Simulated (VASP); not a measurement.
Here is the system:

```
CELL_PARAMETERS angstrom
      0.00000     3.05840     3.05840
      3.05840     0.00000     3.05840
      3.05840     3.05840     0.00000
ATOMIC_POSITIONS crystal
  Cd 0.00000 0.00000 0.00000
  Se 0.25000 0.25000 0.25000
```

Computed with AM05 GGA, VASP's PBE PAW potentials (set 64) (plane waves; VASP). Numerical set-up: 520 eV cut-off, 8×8×8 Γ-centred mesh, tetrahedra with Blöchl corrections, potentials Cd Se.

Q: The job: CdSe (zinc blende), 2 atoms, AM05, static run, 520 eV, 8×8×8 Γ-centred mesh. Roughly how much core time does it take on a busy server core?

A: About 10 core-seconds (one run on a shared machine, a rough figure). It had 29 irreducible k-points, 13 bands, up to 1572 plane waves and 14 electronic steps.

The compound is CdSe in the zinc blende structure, whereas wurtzite is the usual form. It was relaxed first.
